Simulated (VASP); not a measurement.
Data:

```yaml
crystal:
  lattice:
    - [0.00000, 2.91720, 2.91720]
    - [2.91720, 0.00000, 2.91720]
    - [2.91720, 2.91720, 0.00000]
  atoms:
    - { symbol: Li, position: [0.25000, 0.25000, 0.25000] }
    - { symbol: Li, position: [0.75000, 0.75000, 0.75000] }
    - { symbol: S, position: [0.00000, 0.00000, 0.00000] }
```

The numbers are results of PBE GGA, VASP's PBE PAW potentials (set 64) (plane waves; VASP 6.6.1), not measurements. Numerical set-up: 520 eV cut-off, 5×5×5 Γ-centred mesh, Gaussian smearing of 0.050 eV, potentials Li_sv S.

Problem. Give the stress tensor in GPa (positive for a compressed cell).

Solution. 
```
-2.46   0.00   0.00
 0.00  -2.46   0.00
 0.00   0.00  -2.46
```
The pressure is its mean diagonal, -2.46 GPa.

The compound is Li2S in the antifluorite structure. The cell was not relaxed at this level.
